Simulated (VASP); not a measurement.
Data:

```
AlP
1.0
    0.00000     2.73000     2.73000
    2.73000     0.00000     2.73000
    2.73000     2.73000     0.00000
Al P
1 1
Cartesian
  0.00000   0.00000   0.00000
  1.36500   1.36500   1.36500
```

All values below come from PBE GGA, VASP's PBE PAW potentials (set 64) (plane waves; VASP 6.6.1). Numerical set-up: 400 eV cut-off, 8×8×8 Monkhorst-Pack mesh, Gaussian smearing of 0.050 eV, potentials Al P.

### Question
Estimate the energy per atom (σ→0), pressure.

### Answer

* **energy per atom (σ→0)**: -5.185 eV/atom
* **pressure**: 2.18 GPa

Only differences to runs with the same potentials and settings are physical.

The compound is AlP in the zinc blende structure. The cell was not relaxed at this level. The run is one of a series of settings (KPOINTS 8×8×8 Monkhorst-Pack mesh against the base run), some of them coarse on purpose.
